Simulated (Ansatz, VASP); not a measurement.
# Cross-check of Hf6H2O13 between VASP and Ansatz, part 2 of 3

One calculation is typed for both programs; each brings its own data sets. How far apart do they land? The cell is taken from a series of runs on this material, whose earlier steps may have relaxed, scaled, displaced or heated it; both programs get it as it stands.

VASP 6.6.1 and Ansatz 0.2.0.

So far: Starting point; VASP: single point, PBE with D3(BJ); Ansatz: single point, PBE with D3(BJ); Differences.

### Step 5. VASP: single point, PBE

Level of this step: PBE; plane waves and PAW (Hf_pv, O, H) (VASP).

A single point takes one fixed geometry, so differences don't come from the geometry; what else differs is listed under the comparison.

File INCAR:

```
SYSTEM = Hf6H2O13
PREC = Accurate
ENCUT = 520
EDIFF = 1E-06
NELM = 120
ISMEAR = -1
SIGMA = 0.025
LREAL = Auto
ALGO = Normal
GGA = PE
NBANDS = 256
LASPH = .TRUE.
LORBIT = 11
LWAVE = .FALSE.
LCHARG = .FALSE.
ISIF = 2
GGA_COMPAT = .FALSE.
EFERMI = MIDGAP
NCORE = 2
```

File POSCAR:

```
Hf6H2O13
1.0
   10.7763100000      0.0000000000      0.0000000000
   -5.3881500000      9.3325600000      0.0000000000
    0.0000000000      0.0000000000     22.3122600000
Hf O H
18 39 6
Direct
    0.9910100000      0.0026600000      0.0784600000
    0.2364000000      0.1280200000      0.2029600000
    0.9968400000      0.3343300000      0.0725900000
    0.2182000000      0.4406000000      0.2065100000
    0.9741200000      0.6896300000      0.0960500000
    0.2204300000      0.7602400000      0.2195100000
    0.3077000000      0.9552200000      0.0890800000
    0.5609200000      0.1112500000      0.2093300000
    0.3285800000      0.3265900000      0.0748900000
    0.5598500000      0.4548400000      0.2124300000
    0.3179600000      0.6429600000      0.0765400000
    0.5353800000      0.7603300000      0.2212300000
    0.6468400000      0.9630500000      0.0891300000
    0.8962500000      0.1247500000      0.2037200000
    0.6871900000      0.3655300000      0.0756700000
    0.8837200000      0.4329100000      0.2073900000
    0.6606300000      0.6679500000      0.0675900000
    0.9045000000      0.8190800000      0.2267200000
    0.0086400000      0.0129700000      0.1707300000
    0.2365700000      0.1102000000      0.1050400000
    0.1046400000      0.2139800000      0.0429700000
    0.1217000000      0.2363500000      0.2360700000
    0.9884700000      0.3282000000      0.1667400000
    0.2240100000      0.4362200000      0.1153900000
    0.1322700000      0.5236600000      0.0325000000
    0.0966700000      0.5311200000      0.2401600000
    0.9945500000      0.6959800000      0.1941400000
    0.1923300000      0.7438800000      0.1098800000
    0.0900000000      0.8796700000      0.0489900000
    0.1145700000      0.9754000000      0.2673700000
    0.2724800000      0.9576700000      0.1777500000
    0.5270600000      0.0662700000      0.1191500000
    0.4848400000      0.2874400000      0.0452400000
    0.4455800000      0.2089100000      0.2385900000
    0.3565000000      0.3360300000      0.1667200000
    0.6104000000      0.5098700000      0.1277700000
    0.4428200000      0.5493800000      0.0395400000
    0.4223700000      0.5311800000      0.2439500000
    0.3323900000      0.6681900000      0.1781500000
    0.5626600000      0.7567100000      0.1192000000
    0.4309800000      0.8594400000      0.0474500000
    0.4406700000      0.8997700000      0.2401200000
    0.6756200000      0.9760900000      0.1824600000
    0.8707400000      0.1026700000      0.1078500000
    0.7896200000      0.2640400000      0.0430500000
    0.7761400000      0.2176600000      0.2414400000
    0.6683500000      0.3217100000      0.1660100000
    0.9089200000      0.4806700000      0.1170300000
    0.7895300000      0.5765600000      0.0393600000
    0.7425500000      0.4750300000      0.2604200000
    0.6866100000      0.6905300000      0.2218400000
    0.8586700000      0.7817600000      0.1217800000
    0.7675400000      0.8852100000      0.0383400000
    0.8552700000      0.9689100000      0.2691100000
    0.8925000000      0.7176800000      0.3081300000
    0.1880000000      0.7888200000      0.3054200000
    0.5973600000      0.8191200000      0.3080300000
    0.8605500000      0.7480300000      0.3428000000
    0.7934500000      0.5638300000      0.2876300000
    0.0909000000      0.7315100000      0.3212800000
    0.1536500000      0.9268300000      0.2926200000
    0.5507100000      0.8642600000      0.3283500000
    0.7620700000      0.9227000000      0.2926200000
```

File KPOINTS:

```
Automatic mesh
0
Gamma
1 1 1
0 0 0
```

Potentials, in the order of the species: Hf_pv, O and H (PBE family, release 64).

The run is started by

```bash
> mpirun -np 8 vasp_gam
```

Numbers of over 12 decimals in the logs are rounded to 6 here.

The program printed:

```text
[... set-up lines as in an earlier step ...]
 entering main loop
       N       E                     dE             d eps       ncg     rms          rms(c)
DAV:   1     0.413063954071E+04    0.41306E+04   -0.23646E+05   584   0.147E+03
DAV:   2    -0.180528781494E+03   -0.43112E+04   -0.42013E+04   656   0.387E+02
DAV:   3    -0.676065337676E+03   -0.49554E+03   -0.49220E+03   592   0.125E+02
DAV:   4    -0.691878305959E+03   -0.15813E+02   -0.15762E+02   656   0.234E+01
[...]
DAV:  27    -0.580575419080E+03   -0.87648E-05   -0.19370E-07   400   0.537E-04    0.374E-04
DAV:  28    -0.580575422582E+03   -0.35024E-05   -0.11374E-07   392   0.406E-04    0.143E-04
DAV:  29    -0.580575423439E+03   -0.85652E-06   -0.43043E-08   400   0.272E-04
   1 F= -.58057542E+03 E0= -.58057542E+03  d E =0.000000E+00
```

Parts of OUTCAR (step 5):

```text
  Total      -51.2847229    -19.0745012     -5.4588737     -3.0184470     -0.0305665     -0.2196363
  in kB      -36.6171186    -13.6191293     -3.8976174     -2.1551609     -0.0218244     -0.1568196
  external PRESSURE =     -18.0446218 kB  Pullay stress =       0.0000000 kB

 POSITION                                       TOTAL-FORCE (eV/Angst)
 -----------------------------------------------------------------------------------
     10.66510      0.02482      1.75062         0.079071     -0.130059      0.079194
      1.85773      1.19475      4.52850        -0.016445     -0.043884      0.004870
      8.94084      3.12015      1.61965        -0.179792      0.185106     -0.078090
     -0.02263      4.11193      4.60770        -0.001574     -0.005836     -0.045616
      6.78159      6.43601      2.14309        -0.011223     -0.039584     -0.187755
     -1.72087      7.09499      4.89776         0.016086      0.051370      0.067641
     -1.83100      8.91465      1.98758        -0.095490     -0.038853     -0.032691
      5.44522      1.03825      4.67063         0.009768      0.021367     -0.051685
      1.78116      3.04792      1.67097         0.051076     -0.100283      0.086296
      3.58237      4.24482      4.73979        -0.022314      0.008896     -0.062629
     -0.03793      6.00046      1.70778        -0.183891      0.077517     -0.166377
      1.67265      7.09583      4.93614         0.018756      0.007474      0.072800
      1.78149      8.98772      1.98869        -0.004427     -0.271567      0.282349
      8.98610      1.16424      4.54545         0.017381     -0.007207     -0.002702
[...]
-----------------------------------------------------------------------------------
    total drift:                               -0.012266     -0.003977     -0.000540

  FREE ENERGIE OF THE ION-ELECTRON SYSTEM (eV)
  ---------------------------------------------------
  free  energy   TOTEN  =      -580.5754234388 eV

  energy  without entropy=     -580.5754234388  energy(sigma->0) =     -580.57542344

[... 1 part as in an earlier step ...]

[... 1 further part left out ...]
[key lines of the parts left out:]
E-fermi :  -1.7709
```

### Step 6. Ansatz: single point, PBE

The same cell, functional, mesh and smearing now go to Ansatz, which takes its cutoff from its data sets.

The cell is taken from a series of runs on this material, whose earlier steps may have relaxed, scaled, displaced or heated it; both programs get it as it stands.

File input.yaml:

```yaml
crystal:
  lattice:
    - [10.77631, 0.0, 0.0]
    - [-5.38815, 9.33256, 0.0]
    - [0.0, 0.0, 22.31226]
  atoms:
    - { symbol: Hf, position: [0.99101, 0.00266, 0.07846] }
    - { symbol: O, position: [0.00864, 0.01297, 0.17073] }
    - { symbol: Hf, position: [0.2364, 0.12802, 0.20296] }
    - { symbol: O, position: [0.23657, 0.1102, 0.10504] }
    - { symbol: O, position: [0.10464, 0.21398, 0.04297] }
    - { symbol: O, position: [0.1217, 0.23635, 0.23607] }
    - { symbol: Hf, position: [0.99684, 0.33433, 0.07259] }
    - { symbol: O, position: [0.98847, 0.3282, 0.16674] }
    - { symbol: Hf, position: [0.2182, 0.4406, 0.20651] }
    - { symbol: O, position: [0.22401, 0.43622, 0.11539] }
    - { symbol: O, position: [0.13227, 0.52366, 0.0325] }
    - { symbol: O, position: [0.09667, 0.53112, 0.24016] }
    - { symbol: Hf, position: [0.97412, 0.68963, 0.09605] }
    - { symbol: O, position: [0.99455, 0.69598, 0.19414] }
    - { symbol: Hf, position: [0.22043, 0.76024, 0.21951] }
    - { symbol: O, position: [0.19233, 0.74388, 0.10988] }
    - { symbol: O, position: [0.09, 0.87967, 0.04899] }
    - { symbol: O, position: [0.11457, 0.9754, 0.26737] }
    - { symbol: Hf, position: [0.3077, 0.95522, 0.08908] }
    - { symbol: O, position: [0.27248, 0.95767, 0.17775] }
    - { symbol: Hf, position: [0.56092, 0.11125, 0.20933] }
    - { symbol: O, position: [0.52706, 0.06627, 0.11915] }
    - { symbol: O, position: [0.48484, 0.28744, 0.04524] }
    - { symbol: O, position: [0.44558, 0.20891, 0.23859] }
    - { symbol: Hf, position: [0.32858, 0.32659, 0.07489] }
    - { symbol: O, position: [0.3565, 0.33603, 0.16672] }
    - { symbol: Hf, position: [0.55985, 0.45484, 0.21243] }
    - { symbol: O, position: [0.6104, 0.50987, 0.12777] }
    - { symbol: O, position: [0.44282, 0.54938, 0.03954] }
    - { symbol: O, position: [0.42237, 0.53118, 0.24395] }
    - { symbol: Hf, position: [0.31796, 0.64296, 0.07654] }
    - { symbol: O, position: [0.33239, 0.66819, 0.17815] }
    - { symbol: Hf, position: [0.53538, 0.76033, 0.22123] }
    - { symbol: O, position: [0.56266, 0.75671, 0.1192] }
    - { symbol: O, position: [0.43098, 0.85944, 0.04745] }
    - { symbol: O, position: [0.44067, 0.89977, 0.24012] }
    - { symbol: Hf, position: [0.64684, 0.96305, 0.08913] }
    - { symbol: O, position: [0.67562, 0.97609, 0.18246] }
    - { symbol: Hf, position: [0.89625, 0.12475, 0.20372] }
    - { symbol: O, position: [0.87074, 0.10267, 0.10785] }
    - { symbol: O, position: [0.78962, 0.26404, 0.04305] }
    - { symbol: O, position: [0.77614, 0.21766, 0.24144] }
    - { symbol: Hf, position: [0.68719, 0.36553, 0.07567] }
    - { symbol: O, position: [0.66835, 0.32171, 0.16601] }
    - { symbol: Hf, position: [0.88372, 0.43291, 0.20739] }
    - { symbol: O, position: [0.90892, 0.48067, 0.11703] }
    - { symbol: O, position: [0.78953, 0.57656, 0.03936] }
    - { symbol: O, position: [0.74255, 0.47503, 0.26042] }
    - { symbol: Hf, position: [0.66063, 0.66795, 0.06759] }
    - { symbol: O, position: [0.68661, 0.69053, 0.22184] }
    - { symbol: Hf, position: [0.9045, 0.81908, 0.22672] }
    - { symbol: O, position: [0.85867, 0.78176, 0.12178] }
    - { symbol: O, position: [0.76754, 0.88521, 0.03834] }
    - { symbol: O, position: [0.85527, 0.96891, 0.26911] }
    - { symbol: O, position: [0.8925, 0.71768, 0.30813] }
    - { symbol: H, position: [0.86055, 0.74803, 0.3428] }
    - { symbol: H, position: [0.79345, 0.56383, 0.28763] }
    - { symbol: O, position: [0.188, 0.78882, 0.30542] }
    - { symbol: H, position: [0.0909, 0.73151, 0.32128] }
    - { symbol: H, position: [0.15365, 0.92683, 0.29262] }
    - { symbol: O, position: [0.59736, 0.81912, 0.30803] }
    - { symbol: H, position: [0.55071, 0.86426, 0.32835] }
    - { symbol: H, position: [0.76207, 0.9227, 0.29262] }
kpoints:
  mp_grid: { grid: [1, 1, 1] }
hamiltonian:
  xc: pbe
scf:
  occupations: { method: fermi_dirac, width: 0.025 }
output:
  forces: true
```

The run is started by

```bash
> ansatz run input.yaml --threads 6 --pin off --max-ram 102400MiB --backend cuda --events-out ev --progress --plain --runs-dir out
```

The program printed:

```text
[...]
GPU FFT provider: cuFFT
GPU libraries: cuBLAS 13.8.2, cuFFT 12.4.0, cuSOLVER 12.3.4
Crystal: 63 atoms, lattice volume = 2243.956 Å³
Basis set: ecut = 420 eV, 43839 PW (Γ), exchange–correlation on 150×150×300 points (8 copies of the dense FFT grid, shifted against one another)
Bands: 417, of which v1, the nominal top of the filled ones, is band 354 counted from 1 (353 counted from 0)
Symmetry: 1 space group operations
[...]
atom   5  O     -0.00469336     0.22010245     0.10342776
  atom   6  O      0.00352051    -0.00113331     0.03158007
  atom   7  Hf    -0.19881468     0.15811055    -0.18778781
  atom   8  O     -0.00141913     0.00101873     0.01112879
[...]
atom  60  H      0.01106041    -0.00842242     0.01182675
  atom  61  O      0.01178097    -0.00514063     0.03634166
  atom  62  H     -0.01005493    -0.00036445     0.02296545
  atom  63  H      0.00387079    -0.00939143     0.01334091
  max |Σ_I F_I| component: 2.73e-5 eV/Å
[key lines of the parts left out:]
SCF converged after 10 iterations
Free energy (F): -305296.762654 eV
Fermi energy:    1.357182 eV
```

### Step 7. Side by side

What differs besides the data sets and the points named for the pairs above, as far as they apply: the data sets hold 708 valence electrons in Ansatz (on its default PAW (the set named soft_2) files) and 420 in VASP. Total energies have different zeros and are not compared.

Both answers:

| quantity | Ansatz | VASP | difference |
| --- | --- | --- | --- |
| gap on the k mesh (eV) | 4.229 | 4.188 | +0.041 |

Forces on 10 of the 63 atoms, those with the largest forces and the largest differences (eV/Å; atoms numbered as in POSCAR):

```csv
atom,"Ansatz x, y, z","VASP x, y, z"
Hf3,"-0.199, 0.158, -0.188","-0.180, 0.185, -0.078"
Hf11,"-0.149, 0.143, -0.232","-0.184, 0.078, -0.166"
Hf13,"-0.045, -0.204, 0.136","-0.004, -0.272, 0.282"
Hf17,"0.023, 0.110, -0.437","0.034, 0.110, -0.252"
O21,"-0.005, 0.220, 0.103","-0.011, 0.197, 0.203"
O28,"0.108, -0.288, 0.010","0.093, -0.223, -0.019"
O48,"0.192, 0.157, -0.123","0.119, 0.190, -0.091"
O54,"-0.009, 0.003, 0.045","0.078, 0.038, -0.165"
O56,"0.037, 0.001, 0.038","0.138, 0.035, -0.168"
O57,"0.012, -0.005, 0.036","0.067, -0.077, -0.173"
```

The forces differ by 69 meV/Å r.m.s., which is 73.9 % of the r.m.s. force of 0.093 eV/Å (both taken over all components). A gap on the mesh is an upper bound, since the band edges may lie between its points; neither run holds spin-orbit coupling, which can move the band edges of a compound of Hf. Where the cell holds vacuum, a pressure given here is an average over it and none of the material.

### Step 8. Ansatz: single point, RPBE with D3(BJ)

With cell and atoms fixed, the geometry can't cause a difference; cores, projectors, grids and the points listed under the comparison can.

The cell is taken from a series of runs on this material, whose earlier steps may have relaxed, scaled, displaced or heated it; both programs get it as it stands.

Changes to input.yaml since step 6:

```diff
@@ -72,3 +72,4 @@
 hamiltonian:
-  xc: pbe
+  xc: rpbe
+  dispersion: d3bj
 scf:
```

The program printed:

```text
[...]
GPU FFT provider: cuFFT
GPU libraries: cuBLAS 13.8.2, cuFFT 12.4.0, cuSOLVER 12.3.4
Crystal: 63 atoms, lattice volume = 2243.956 Å³
Basis set: ecut = 420 eV, 43839 PW (Γ), exchange–correlation on 150×150×300 points (8 copies of the dense FFT grid, shifted against one another)
Bands: 417, of which v1, the nominal top of the filled ones, is band 354 counted from 1 (353 counted from 0)
Symmetry: 1 space group operations
[...]
atom   5  O     -0.01047856     0.24588533     0.08251327
  atom   6  O      0.00057350    -0.06082121     0.05036502
  atom   7  Hf    -0.07168181     0.12521921     0.97662088
  atom   8  O      0.02426391     0.03281487    -0.01546092
[...]
atom  60  H     -0.07909394     0.02976225    -0.19209529
  atom  61  O     -0.00623727     0.00643120     0.16341291
  atom  62  H      0.01961468    -0.02109620    -0.09361377
  atom  63  H      0.10299913     0.02996368    -0.18859231
  max |Σ_I F_I| component: 6.39e-5 eV/Å
[key lines of the parts left out:]
SCF converged after 10 iterations
Free energy (F): -305642.372392 eV
Fermi energy:    1.536697 eV
```

[end of part 2 of 3]

[Lines on the potential files, build, host, timing and source positions are cut from VASP's logs without a mark.]

[Logs are printed without paths, hosts, clocks, repeated set-up lines and the standing remarks that a program may print on its own settings, such as how far it seeks lower states.]

[Hosts, paths, dates, database ids (printed as entryN), source tags and the programs' standing remarks are cut or masked in the printed files.]
